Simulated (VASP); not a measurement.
Consider the following.

```xyz
8
Lattice="0.0026 6.3385 6.3385 6.3411 0.0000 6.3411 3.1706 3.1706 0.0000" Properties=species:S:1:pos:R:3 pbc="T T T"
In     0.0093     6.3318     6.3318
In     3.1799     6.3318     9.5023
Sb     1.5330     1.6375     1.6375
Sb     4.7036     1.6375     4.8081
Sb     1.6381     4.7030     4.7030
Sb     4.8086     4.7030     7.8736
Al     9.5076     6.3452     9.5157
Al     6.3370     6.3452     6.3452
```

These are PBEsol GGA, VASP's PBE PAW potentials (set 64) (plane waves; VASP 6.6.1) values and carry that method's errors. Settings: 400 eV cut-off, 4×4×7 Γ-centred mesh, tetrahedra with Blöchl corrections, potentials In_d Sb Al.

Unless said otherwise, spin-orbit coupling is left out, though it shifts the bands of the heavy elements here.

Predict the energy per atom (σ→0), band gap (on the k-mesh) with the smallest direct gap where there is one.

* **band gap (on the k-mesh)**: 0.41 eV
* **smallest direct gap (on the k-mesh)**: 0.41 eV
* **energy per atom (σ→0)**: -4.127 eV/atom

The absolute energy has meaning only against runs of the same code, potentials and settings.

The structure was generated: Al2In2Sb4 was put into an ordered model structure (R3m), which need not be its known phase. It was relaxed first.
